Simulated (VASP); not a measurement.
VASP runs on EuS (rock salt) share one base input (PBE GGA, plane waves, VASP's PBE PAW potentials (set 64)) and change the settings named in each case.

### KPOINTS
```
Automatic mesh
0
G
  7 7 7
```

### INCAR
```
LCHARG = .False.
LASPH = .True.
NELM = 100   ! most electronic steps
SYSTEM = EuS
LMAXMIX = 6   ! l cut-off of mixed one-centre charges
ISIF = 2   ! forces and stress, cell fixed
GGA = PE
LREAL = .False.   ! projection in real space or not
EDIFF = 1E-6   ! SCF stop (eV)
LWAVE = .False.
PREC = Accurate
ENCUT = 400   ! plane-wave cut-off (eV)
ALGO = Normal
ISMEAR = 0   ! Gaussian
SIGMA = 0.05
```

**POSCAR**
```
EuS
1
    0.0000000000     3.0447000000     3.0447000000
    3.0447000000     0.0000000000     3.0447000000
    3.0447000000     3.0447000000     0.0000000000
Eu S
1 1
Direct
  0.0000000000   0.0000000000   0.0000000000
  0.5000000000   0.5000000000   0.5000000000
```

POTCAR, in this order: Eu_2 S (PBE.64 set). Program: vasp_std.

```json
[
 {"change": "base run", "E(σ→0) (eV/atom)": "-5.2709", "pressure (GPa)": "-4.88"},
 {"change": "GGA = 91", "E(σ→0) (eV/atom)": "-5.3223", "pressure (GPa)": "-5.00"},
 {"change": "IVDW = 13", "E(σ→0) (eV/atom)": "-5.5399", "pressure (GPa)": "-6.40"},
 {"change": "GGA = RP", "E(σ→0) (eV/atom)": "-4.9726", "pressure (GPa)": "-2.96"},
 {"change": "GGA = AM", "E(σ→0) (eV/atom)": "-5.3104", "pressure (GPa)": "-6.57"},
 {"change": "GGA = PS", "E(σ→0) (eV/atom)": "-5.5588", "pressure (GPa)": "-7.23"}
]
```
 Energies of different potentials or functionals have different zeros. The 4f electrons are frozen in the core of the lanthanide potential, so 4f levels, which can set the real gap, and their magnetism are missing.

Left out are runs that ran out of time, are held back, or changed the cell or the kind of run, fixed moments of cells without a moment, rows past the twelfth, gaps on odd meshes, pressures of charged cells and columns that move by less than the noise.

The compound is EuS in the rock salt structure. The cell was not relaxed at this level.
